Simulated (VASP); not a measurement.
Ni:

```
CELL_PARAMETERS angstrom
0.00000 1.76194 1.76194
1.76194 0.00000 1.76194
1.76194 1.76194 0.00000
ATOMIC_POSITIONS crystal
Ni 0.00000 0.00000 0.00000
```

| Quantity | Value |
| --- | --- |
| Program | VASP 6.6.1 |
| Task | relaxation of cell and atoms |
| Functional | LDA |
| Potentials or basis | VASP PAW LDA potentials, release 64 (Ni) |
| Cutoff | 520 eV |
| k mesh | 20 × 20 × 20 |
| Occupations | gaussian, width 0.1 eV |
| Spin | collinear spin, ferromagnetic start |
| Starting moments | [0.8] μB |

At the start: pressure -17.7 GPa; volume 10.94 Å³/atom.

Question: How do energy, volume and symmetry change on relaxing?

Answer: Over 6 steps the energy falls by 54.8 meV/atom and the volume is 10.03 Å³/atom (-8.3 %); space group Fm-3m (No. 225, to 0.05 Å); moment 0.60 μB per cell.

Step by step:
| step | energy change (eV) | largest force (eV/Å) | pressure (GPa) | volume (Å³) |
| --- | --- | --- | --- | --- |
| 1 | 0.0000 | 0.0000 | -17.73 | 10.94 |
| 2 | 0.0207 | 0.0000 | 29.71 | 9.13 |
| 3 | -0.0548 | 0.0000 | -0.32 | 10.04 |
| 4 | -0.0548 | 0.0000 | 0.09 | 10.03 |
| 5 | -0.0548 | 0.0000 | -0.08 | 10.03 |
| 6 | -0.0548 | 0.0000 | 0.02 | 10.03 |

Final structure:
```cif
data_structure
_symmetry_space_group_name_H-M 'P 1'
_symmetry_Int_Tables_number 1
_cell_length_a 2.4207
_cell_length_b 2.4207
_cell_length_c 2.4207
_cell_angle_alpha 60.000
_cell_angle_beta 60.000
_cell_angle_gamma 60.000
_cell_volume 10.03
loop_
_atom_site_label
_atom_site_type_symbol
_atom_site_fract_x
_atom_site_fract_y
_atom_site_fract_z
_atom_site_occupancy
Ni1 Ni 0.00000 0.00000 0.00000 1
```
